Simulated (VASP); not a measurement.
A convergence study with VASP on BaS (rock salt): one setting is varied, all else stays as given below, so the limit is that of these other settings.

```
CELL_PARAMETERS angstrom
      0.00000     3.19500     3.19500
      3.19500     0.00000     3.19500
      3.19500     3.19500     0.00000
ATOMIC_POSITIONS crystal
  Ba 0.00000 0.00000 0.00000
  S  0.50000 0.50000 0.50000
```

Method: PBE GGA, VASP's PBE PAW potentials (set 64) (plane waves; VASP 6.6.1). The tightest run used: 550 eV cut-off, 16×16×16 Γ-centred mesh, tetrahedra with Blöchl corrections, potentials Ba_sv S.

Unless said otherwise, spin-orbit coupling is left out, though it shifts the bands of the heavy elements here. Gaps are read on the run's mesh, which can miss a band edge.

| setting | E (eV/atom) | pressure (GPa) | gap on the mesh (eV) | irreducible k-points |
|---|---|---|---|---|
| 3×3×3 mesh | -5.0765 | 1.60 | 2.401 | 4 |
| 4×4×4 mesh | -5.0903 | 1.42 | 2.104 | 8 |
| 5×5×5 mesh | -5.0924 | 1.39 | 2.224 | 10 |

**Question.** These are the cheaper rows. Estimate the results at 16×16×16 mesh, and how far the last row shown lies from them.

**Answer.** 
```csv
quantity,tightest run,last row shown is off by
E (eV/atom),-5.0928,0.0005
pressure (GPa),1.37,0.01
gap on the mesh (eV),2.109,0.115
```

Left out are rungs that failed or repeat a setting and relaxations that didn't move; long series are thinned to 24 rows.

The compound is BaS in the rock salt structure. The cell was not relaxed at this level.
